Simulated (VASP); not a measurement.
Given:

```xyz
1
Lattice="0.0000 1.9360 1.9360 1.9360 0.0000 1.9360 1.9360 1.9360 0.0000" Properties=species:S:1:pos:R:3 pbc="T T T"
Ir     0.0000     0.0000     0.0000
```

Level of theory: PBE GGA, VASP's PBE PAW potentials (set 64) (plane waves; VASP). Settings: 520 eV cut-off, Gaussian smearing of 0.050 eV, potentials Ir.

Question: Give the energies of bands 1 to 6 at the high-symmetry points, in eV from the Fermi level.

Answer: 
```json
[
 {"band": "1", "Γ": "-10.84", "X": "-7.61", "U": "-6.68", "L": "-7.82", "W": "-6.01"},
 {"band": "2", "Γ": "-3.73", "X": "-7.06", "U": "-5.76", "L": "-3.83", "W": "-4.69"},
 {"band": "3", "Γ": "-3.73", "X": "0.83", "U": "-2.77", "L": "-3.83", "W": "-4.69"},
 {"band": "4", "Γ": "-3.73", "X": "1.41", "U": "-0.84", "L": "-0.68", "W": "-1.71"},
 {"band": "5", "Γ": "-1.15", "X": "1.41", "U": "0.59", "L": "0.86", "W": "1.42"},
 {"band": "6", "Γ": "-1.15", "X": "1.72", "U": "6.24", "L": "0.86", "W": "8.00"}
]
```

It has no gap at this level: it comes out as a metal or semimetal.

The compound is Ir in the fcc structure. It was relaxed first.
